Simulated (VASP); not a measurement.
```xyz
3
Lattice="0.0298 2.9790 2.9790 2.9790 0.0298 2.9790 3.0088 3.0088 0.0000" Properties=species:S:1:pos:R:3 pbc="T T T"
Li     1.5044     1.5044     1.4895
Li     4.5132     4.5132     4.4685
Se     3.0386     5.9878     2.9790
```

Level of theory: PBEsol GGA, VASP's PBE PAW potentials (set 64) (plane waves; VASP). Run with 600 eV cut-off, 6×6×6 Γ-centred mesh, Gaussian smearing of 0.050 eV, potentials Li_sv Se.

Question: Estimate the energy per atom (σ→0).

Answer: 
```
Quantity                       Result
---------------------  --------------
energy per atom (σ→0)  -3853 meV/atom
```

Only differences to runs with the same potentials and settings are physical.

The compound is Li2Se in the antifluorite structure. This cell was strained or had an atom moved on purpose.
